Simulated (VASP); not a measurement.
An input for Quantum ESPRESSO's pw.x (written as the equivalent of a VASP run, and not itself run):

```
&CONTROL
  calculation = 'vc-relax'
  pseudo_dir = './pseudo'
  outdir = './out'
  tprnfor = .true.
  tstress = .true.
  nstep = 40
  forc_conv_thr = 0.00078
/
&SYSTEM
  ibrav = 0
  nat = 2
  ntyp = 2
  ecutwfc = 84
  occupations = 'smearing'
  smearing = 'gaussian'
  degauss = 0.003675
  input_dft = 'pbesol'
/
&ELECTRONS
  conv_thr = 7.3e-08
  electron_maxstep = 100
/
&IONS
/
&CELL
/
ATOMIC_SPECIES
  Al 26.982 Al.upf
  As 74.922 As.upf
CELL_PARAMETERS angstrom
     0.0000000    2.8406308    2.8406308
     2.8406308    0.0000000    2.8406308
     2.8406308    2.8406308    0.0000000
ATOMIC_POSITIONS crystal
  Al   0.0000000  0.0000000  0.0000000
  As   0.2500000  0.2500000  0.2500000
K_POINTS automatic
  8 8 8 0 0 0
```

**Question.** Translate this input to VASP (INCAR, KPOINTS, POSCAR, choice of POTCAR).

**Answer.** Several could match; the one computed here: 
### KPOINTS
```
Automatic mesh
0
Gamma
 8 8 8
```

File POSCAR:
```
AlAs
1
    0.0000000000     2.8406307905     2.8406307905
    2.8406307905     0.0000000000     2.8406307905
    2.8406307905     2.8406307905     0.0000000000
Al As
1 1
Direct
  0.0000000000   0.0000000000   0.0000000000
  0.2500000000   0.2500000000   0.2500000000
```

**INCAR**
```
SYSTEM = AlAs
PREC = Accurate
ENCUT = 500
EDIFF = 1E-6
NELM = 100
ALGO = Normal
LREAL = .FALSE.
LASPH = .TRUE.
ISMEAR = 0
SIGMA = 0.05
GGA = PS
LMAXMIX = 4
LWAVE = .FALSE.
LCHARG = .FALSE.
IBRION = 2
ISIF = 3
NSW = 40
EDIFFG = -0.02
```

POTCAR, in this order: Al As (PBE.64 set). Program: vasp_std.

The two are equivalent in intent, not identical: the potentials are each code's own (VASP's PAW set, PseudoDojo norm-conserving files in pw.x), so ENCUT and ecutwfc are chosen apart and not converted; conv_thr bounds pw.x's estimated SCF error, while EDIFF bounds the energy change between steps; forc_conv_thr acts on force components and is met together with etot_conv_thr.

The structure was generated: AlAs was put into the zinc blende type (F-43m), which need not be its known phase. It was relaxed first, which changed the volume by +8 %.
